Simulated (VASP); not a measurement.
Energy against volume of AlN (zinc blende). All values below come from PBE GGA, VASP's PBE PAW potentials (set 64) (plane waves; VASP). Settings: 520 eV cut-off, 10×10×10 Γ-centred mesh, Gaussian smearing of 0.050 eV, potentials Al N.

```
V (Å³/atom)  E (eV/atom)
-----------  -----------
10.017          -7.39765
10.336          -7.41743
10.656          -7.42372
10.976          -7.41836
```

Q: Fit these four points and predict the energy of the run at 11.295 Å³/atom.

A: A cubic in V^(−2/3), the third-order Birch-Murnaghan form, passes through the four points with V0 = 10.66 Å³/atom and B0 = 193 GPa, and gives -7.4030 eV/atom there. The run gave -7.4030 eV/atom, +0.1 meV/atom from the fit; all five points give B0 = 194 GPa.

The compound is AlN in the zinc blende structure, a metastable form; wurtzite is the usual one. It was relaxed first.
